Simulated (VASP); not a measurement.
Write the native input for VASP 6.6.1 that does the following.

| Quantity | Value |
| --- | --- |
| Task | relaxation of cell and atoms |
| Functional | LDA |
| Potentials or basis | VASP PAW LDA potentials, release 64 (Ir) |
| Cutoff | 600 eV |
| k mesh | 16 × 16 × 16 |
| Occupations | methfessel-paxton, width 0.1 eV |
| Spin | no spin polarisation |
| Further INCAR settings | ALGO = Normal; EDIFF = 1e-06; IBRION = 2; EDIFFG = -0.01; NSW = 90; ISIF = 3 |

The structure of Ir lies in POSCAR:

```
Ir
1.0
    0.0000000000      1.9156000000      1.9156000000
    1.9156000000      0.0000000000      1.9156000000
    1.9156000000      1.9156000000      0.0000000000
Ir
1
Direct
    0.0000000000      0.0000000000      0.0000000000
```

One way to write it, as run:

INCAR

```
SYSTEM = Ir
PREC = Accurate
ENCUT = 600
EDIFF = 1E-6
ISMEAR = 1
SIGMA = 0.1
LREAL = .False.
LASPH = .True.
NELM = 80
ALGO = Normal
ISIF = 3
LWAVE = .False.
LCHARG = .False.
GGA = CA
IBRION = 2
NSW = 90
EDIFFG = -0.01
```

KPOINTS

```
Automatic mesh
0
Gamma
  16 16 16
  0 0 0
```

Potentials or basis: VASP PAW LDA potentials, release 64 (Ir).

Run with:

```console
$ cat potpaw_LDA.64/Ir/POTCAR > POTCAR
$ mpirun -np 1 vasp_std > vasp.out
```

Results of the run:

The relaxed volume is 13.94 Å³/atom, the relaxed cell is a = 2.701 Å, b = 2.701 Å, c = 2.701 Å, α = 60.00°, β = 60.00°, γ = 60.00° and the space group after relaxing (to 0.05 Å) is Fm-3m (No. 225). The energy gained by relaxing is 1.3 meV/atom and the ionic steps are 3. The pressure after relaxing is -0.1 GPa. The band gap on the k mesh is none (metal or under the smearing width).

It took 24 s on 1 thread of AMD EPYC 9R45 (Zen 5), with other jobs on the host, peak memory 0.14 GiB.
